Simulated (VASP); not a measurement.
Given:

```
CELL_PARAMETERS angstrom
      0.00000     2.35609     2.35609
      2.35609     0.00000     2.35609
      2.35609     2.35609     0.00000
ATOMIC_POSITIONS crystal
  Hf 0.00000 0.00000 0.00000
  C  0.50000 0.50000 0.50000
```

Calculation: revTPSS meta-GGA, VASP's PBE PAW potentials (set 64) (plane waves; VASP 6.6.1). Settings: 520 eV cut-off, 14×14×14 Γ-centred mesh, first-order Methfessel-Paxton smearing of 0.10 eV, potentials Hf_pv C.

### Question
Give the stress tensor in GPa (positive for a compressed cell).

### Answer

```
-12.92    0.00    0.00
  0.00  -12.92    0.00
  0.00    0.00  -12.92
```
The pressure is its mean diagonal, -12.92 GPa.

The compound is HfC in the rock salt structure. This cell is one point of a volume scan, at 1.06 of the reference volume.
